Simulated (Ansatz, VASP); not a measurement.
CdBr in VASP and in Ansatz

```xyz
2
Lattice="0.0000 3.0724 3.0724 3.0724 0.0000 3.0724 3.0724 3.0724 0.0000" Properties=species:S:1:pos:R:3 pbc="T T T"
Cd    0.0000    0.0000    0.0000
Br    3.0724    3.0724    3.0724
```

The cell was built by a generator and needn't be a form met in nature.

Alike in both runs: task relaxation of cell and atoms; functional LDA; k mesh 6 × 6 × 6; occupations fermi-dirac, width 0.05 eV; spin-orbit coupling, no magnetisation.

|  | VASP | Ansatz |
| --- | --- | --- |
| version | VASP 6.6.1 | Ansatz 0.2.0 |
| potentials or method | VASP PAW LDA potentials, release 64 (Cd, Br) | Ansatz PAW |
| plane-wave cutoff (eV) | 600 | 420 |
| valence electrons in the cell | 19 | 27 |

```csv
,VASP,Ansatz,Ansatz less VASP
"gap on the k mesh at the Fermi level, each at its own relaxed structure (eV)",none,none,-
relaxed volume (Å³/atom),26.60,26.50,-0.103
relaxed cell length with the largest relative difference (Å),4.221,4.216,-0.0054
energy change over the relaxation (meV/atom),-22,-24,-2.3
```

A gap of «none» marks a metal or a gap that the smearing closes. The two sets of potentials don't hold the same shells in valence.

Caveats: the plane-wave basis is chosen anew once the cell has moved, so the energies of steps on either side of that aren't comparable (Ansatz); the PAW data sets come from PBE, with cores solved anew for the run's functional, which leaves a small shift of forces and pressure (Ansatz).
